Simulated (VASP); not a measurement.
Output of a VASP run:

### OSZICAR
```
       N       E                     dE             d eps       ncg     rms          rms(c)
DAV:   1     0.109410445048E+04    0.10941E+04   -0.64787E+04  1860   0.806E+02
DAV:   2     0.183824439076E+02   -0.10757E+04   -0.10225E+04  1952   0.238E+02
DAV:   3    -0.861638920411E+02   -0.10455E+03   -0.10345E+03  2026   0.732E+01
DAV:   4    -0.886877803890E+02   -0.25239E+01   -0.25162E+01  2040   0.119E+01
DAV:   5    -0.887236929455E+02   -0.35913E-01   -0.35886E-01  2072   0.134E+00    0.458E+01
DAV:   6    -0.750643337850E+02    0.13659E+02   -0.48765E+01  2018   0.608E+01    0.287E+01
DAV:   7    -0.772160871559E+02   -0.21518E+01   -0.33126E+01  1952   0.109E+01    0.131E+01
DAV:   8    -0.765715897056E+02    0.64450E+00   -0.37664E+00  1970   0.882E+00    0.315E+00
DAV:   9    -0.765288216653E+02    0.42768E-01   -0.53894E-01  1992   0.245E+00    0.176E+00
DAV:  10    -0.765265294940E+02    0.22922E-02   -0.19386E-02  2034   0.384E-01    0.168E+00
DAV:  11    -0.765268572180E+02   -0.32772E-03   -0.69711E-04  1960   0.222E-01    0.222E+00
DAV:  12    -0.765202118676E+02    0.66454E-02   -0.58359E-02  2041   0.906E-01    0.443E-01
DAV:  13    -0.765207861416E+02   -0.57427E-03   -0.75303E-03  2024   0.282E-01    0.298E-01
DAV:  14    -0.765207781143E+02    0.80273E-05   -0.25968E-04  2056   0.674E-02    0.241E-01
DAV:  15    -0.765207913192E+02   -0.13205E-04   -0.11594E-04  2064   0.784E-02    0.170E-01
DAV:  16    -0.765208046305E+02   -0.13311E-04   -0.77595E-05  1968   0.833E-02    0.120E-01
DAV:  17    -0.765207988881E+02    0.57424E-05   -0.35788E-05  2176   0.223E-02    0.649E-02
DAV:  18    -0.765208031515E+02   -0.42634E-05   -0.74240E-06  1760   0.783E-03    0.452E-02
DAV:  19    -0.765208000016E+02    0.31499E-05   -0.18267E-06  1216   0.756E-03    0.306E-02
DAV:  20    -0.765207966015E+02    0.34001E-05   -0.77889E-06  1584   0.871E-03    0.913E-03
DAV:  21    -0.765207964172E+02    0.18423E-06   -0.97431E-07  1104   0.259E-03
   1 F= -.76520796E+02 E0= -.76519551E+02  d E =-.249018E-02
```

### OUTCAR
```
------------------------ aborting loop because EDIFF is reached ----------------------------------------
  FORCE on cell =-STRESS in cart. coord.  units (eV):
  Direction    XX          YY          ZZ          XY          YZ          ZX
  --------------------------------------------------------------------------------------
  Total     -262.1289880   -262.1289373   -270.4279924     -0.0000394      0.0000000      0.0000000
  in kB     -744.7519760   -744.7518321   -768.3308254     -0.0001118      0.0000000      0.0000000
  external PRESSURE =    -752.6115445 kB  Pullay stress =       0.0000000 kB
  volume of cell :      563.92
      direct lattice vectors                 reciprocal lattice vectors
     3.845555000  0.000000000  0.000000000     0.260040488  0.150134421  0.000000000
    -1.922777000  3.330348000  0.000000000     0.000000000  0.300268921  0.000000000
     0.000000000  0.000000000 44.031687000     0.000000000  0.000000000  0.022710917
  FREE ENERGIE OF THE ION-ELECTRON SYSTEM (eV)
  ---------------------------------------------------
  free  energy   TOTEN  =       -76.5207964172 eV

  energy  without entropy=      -76.5183062366  energy(sigma->0) =      -76.51955133
```
(Selected blocks of OUTCAR.)

### POSCAR
```
ZnS
1
    3.8455550000     0.0000000000     0.0000000000
   -1.9227770000     3.3303480000     0.0000000000
    0.0000000000     0.0000000000    44.0316870000
Zn S
14 14
Direct
  0.6666670000   0.3333330000   0.0715000000
  0.3333330000   0.6666670000   0.5715000000
  0.0000000000   0.0000000000   0.6429000000
  0.0000000000   0.0000000000   0.1429000000
  0.3333330000   0.6666670000   0.7857000000
  0.6666670000   0.3333330000   0.2857000000
  0.0000000000   0.0000000000   0.3572000000
  0.0000000000   0.0000000000   0.8572000000
  0.6666670000   0.3333330000   0.9286000000
  0.3333330000   0.6666670000   0.4286000000
  0.3333330000   0.6666670000   0.2143000000
  0.6666670000   0.3333330000   0.7143000000
  0.3333330000   0.6666670000   0.0000000000
  0.6666670000   0.3333330000   0.5000000000
  0.3333330000   0.6666670000   0.4820000000
  0.6666670000   0.3333330000   0.9820000000
  0.3333330000   0.6666670000   0.0536000000
  0.6666670000   0.3333330000   0.5536000000
  0.6666670000   0.3333330000   0.3393000000
  0.3333330000   0.6666670000   0.8393000000
  0.0000000000   0.0000000000   0.4107000000
  0.0000000000   0.0000000000   0.9107000000
  0.6666670000   0.3333330000   0.7678000000
  0.3333330000   0.6666670000   0.2678000000
  0.0000000000   0.0000000000   0.1964000000
  0.0000000000   0.0000000000   0.6964000000
  0.6666670000   0.3333330000   0.1250000000
  0.3333330000   0.6666670000   0.6250000000
```

Q: Write an INCAR and KPOINTS that could have produced this output.

A: Several could match; the one computed here: the input of the run itself, PBE GGA, plane waves, VASP's PBE PAW potentials (set 64).

**INCAR**
```
# general
SYSTEM  = ZnS
PREC    = Accurate
ENCUT   = 180
LREAL   = Auto
LASPH   = .True.   # aspherical one-centre terms

# electronic loop
EDIFF   = 1E-6   # SCF stop (eV)
NELM    = 100   # most electronic steps
ALGO    = Normal   # blocked Davidson
LMAXMIX = 4

# smearing
ISMEAR  = 0
SIGMA   = 0.5   # width (eV)

# functional
GGA     = PE   # PBE

# ions
ISIF    = 2   # forces and stress, cell fixed

# output
LWAVE   = .False.
LCHARG  = .False.
```

File KPOINTS:
```
Automatic mesh
0
Gamma
3 3 3
0 0 0
```

POTCAR, in this order: Zn S (PBE.64 set). Program: vasp_std.

At this cut-off the stress carries a Pulay error, which pulls relaxed volumes low.

The structure comes from a computed database's ZnS entry; how it stands against other phases isn't given here. The cell was not relaxed at this level. The k-mesh is coarse (spacing up to 0.63 per Å, 2π included), so the numbers may not be converged in it. The run is one of a series of settings (ENCUT = 180, ISMEAR = 0, SIGMA = 0.5, KPOINTS 3×3×3 Γ-centred mesh against the base run), some of them coarse on purpose.
